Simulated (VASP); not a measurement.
Data:

```
NaF
1.0
    0.00000     2.36250     2.36250
    2.36250     0.00000     2.36250
    2.36250     2.36250     0.00000
Na F
1 1
Cartesian
  4.72499   4.72499   4.72499
  2.36250   2.36250   2.36250
```

Calculation: optB86b-vdW, VASP's PBE PAW potentials (set 64) (plane waves; VASP 6.6.1). Settings: 520 eV cut-off, 10×10×10 Γ-centred mesh, Gaussian smearing of 0.050 eV, potentials Na_pv F.

Q: Give the stress tensor in GPa (positive for a compressed cell).

A: 
```
-2.43   0.00   0.00
 0.00  -2.43   0.00
 0.00   0.00  -2.43
```
The pressure is its mean diagonal, -2.43 GPa.

The compound is NaF in the rock salt structure. This cell is one point of a volume scan, at 1.06 of the reference volume.
